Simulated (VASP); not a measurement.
Data:

```xyz
3
Lattice="2.0640 -3.5750 0.0000 2.0640 3.5750 0.0000 0.0000 0.0000 6.9999" Properties=species:S:1:pos:R:3 pbc="T T T"
Mg     0.0000     0.0000     6.9999
I      2.0640     1.1917     1.6678
I      2.0640    -1.1917     5.3321
```

Method: PBEsol GGA, VASP's PBE PAW potentials (set 64) (plane waves; VASP). Run with 400 eV cut-off, 7×7×4 Γ-centred mesh, tetrahedra with Blöchl corrections, potentials Mg I.

Without a dispersion term in the relaxation, distances and binding between the weakly bound layers, chains or molecules are unreliable, and so is what depends on them.

Q: Estimate the energy per atom (σ→0).

A: 
| Property | Value |
|---|---|
| energy per atom (σ→0) | -2.808 eV/atom |

The absolute energy has meaning only against runs of the same code, potentials and settings.

The compound is MgI2 in the 1T layered structure. It was relaxed first.
